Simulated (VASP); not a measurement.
All values below come from TPSS meta-GGA, VASP's PBE PAW potentials (set 64) (plane waves; VASP 6.6.1).

The input files of a VASP run:

**INCAR**
```
! general
SYSTEM =HfB2
PREC   =Accurate
ENCUT  =520   ! plane-wave cut-off (eV)
LREAL  =F   ! projection in real space or not
LASPH  =T   ! aspherical one-centre terms

! electronic loop
EDIFF  =1E-6
NELM   =100
ALGO   =Normal
LMAXMIX=6
LMIXTAU=T

! smearing
ISMEAR =1   ! Methfessel-Paxton
SIGMA  =0.1   ! width (eV)

! functional
METAGGA=TPSS

! ions
IBRION =2
NSW    =60   ! most ionic steps
ISIF   =3
EDIFFG =-0.02   ! ionic stop

! output
LWAVE  =F
LCHARG =F
```

POSCAR:
```
HfB2
1
    1.5613703815    -2.7043730586    -0.0000000000
    1.5613703815     2.7043730586    -0.0000000000
   -0.0000000000    -0.0000000000     3.4547709102
Hf B
1 2
Direct
  0.0000000000   1.0000000000   0.0000000000
  0.3333330000   0.6666670000   0.5000000000
  0.6666670000   0.3333330000   0.5000000000
```

**KPOINTS**
```
Regular mesh
0
G
  10 10 8
```

POTCAR, in this order: Hf_pv B (PBE.64 set). Program: vasp_std.

Q: What will the output report for the number of irreducible k-points (NKPTS), largest plane-wave count, number of space-group operations, FFT grid (NGX, NGY, NGZ)?

A: 
```json
{
  "number of irreducible k-points (NKPTS)": "70",
  "largest_plane_wave_count": "800",
  "number_of_space_group_operations": "24",
  "FFT grid (NGX, NGY, NGZ)": "24 × 24 × 28"
}
```

The compound is HfB2 in the AlB2 type structure. This run relaxes it. Symmetry was kept, so distortions that lower it aren't found. The start is the result of an earlier pass.
